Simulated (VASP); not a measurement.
**BN: single point with r2SCAN**

Crystal: BN.

```xyz
2
Lattice="0.0000 1.8244 1.8244 1.8244 0.0000 1.8244 1.8244 1.8244 0.0000" Properties=species:S:1:pos:R:3 pbc="T T T"
B     0.0000    0.0000    0.0000
N     0.9122    0.9122    0.9122
```

The cell isn't the ideal one: a relaxed cell with its volume scaled by 1.03.

```
Program                : VASP 6.6.1
Task                   : single point
Functional             : r2SCAN
Potentials or basis    : VASP PAW PBE potentials, release 64 (B, N)
Cutoff                 : 520 eV
k mesh                 : 14 × 14 × 14
Occupations            : gaussian, width 0.02 eV
Spin                   : no spin polarisation
Further INCAR settings : ALGO = Normal; EDIFF = 1e-07
```

The pressure is -11.0 GPa. The band gap on the k mesh is 4.94 eV, indirect (least direct gap 9.39 eV).

Levels at points of the mesh, in eV from the valence-band top:
```
           k point  band 1  band 2  band 3  band 4  band 5  band 6  band 7  band 8
(0.00, 0.00, 0.00)  -20.97    0.00    0.00    0.00    9.39    9.39    9.39   10.58
(0.50, 0.00, 0.00)  -16.81  -10.82   -1.96   -1.96   10.41   11.31   11.31   16.10
(0.50, 0.50, 0.00)  -15.43   -9.13   -4.96   -4.96    4.94    9.65   18.81   18.81
```

It took 26 s on 1 thread of Intel(R) Xeon(R) 6975P-C (Granite Rapids), with other jobs on the host, peak memory 0.12 GiB.

Caveat: the PAW data sets were made with another functional, which shifts forces and pressure a little. A k mesh can miss the band edges.
